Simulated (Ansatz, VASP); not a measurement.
SbBr in VASP and in Ansatz

```
Sb Br
1.0
     0.00000    3.06054    3.06054
     3.06054    0.00000    3.06054
     3.06054    3.06054    0.00000
Sb Br
1 1
Direct
  0.50000 0.50000 0.50000
  0.00000 0.00000 0.00000
```

Change from the starting cell: species swapped into the YS type (Fm-3m, No. 225).

Alike in both runs: task single point; functional PBE; k mesh 6 × 6 × 6; occupations gaussian, width 0.1 eV; no spin polarisation.

|  | VASP | Ansatz |
| --- | --- | --- |
| version | VASP 6.6.1 | Ansatz 0.2.0 |
| potentials or method | VASP PAW PBE potentials, release 64 (Sb, Br) | scalar-relativistic, plane waves, PAW |
| plane-wave cutoff (eV) | 520 | 420 |
| valence electrons in the cell | 12 | 22 |

|  | VASP | Ansatz | Ansatz less VASP |
| --- | --- | --- | --- |
| gap on the k mesh at the Fermi level (eV) | none | none | - |
| pressure (GPa) | 4.0 | 4.1 | +0.13 |

A gap of «none» marks a metal or a gap that the smearing closes. With one functional, cell and mesh, what is left measures potentials, basis and numerics. The two sets of potentials don't hold the same shells in valence.

Spin-orbit coupling is left out, which matters for the levels of Sb.
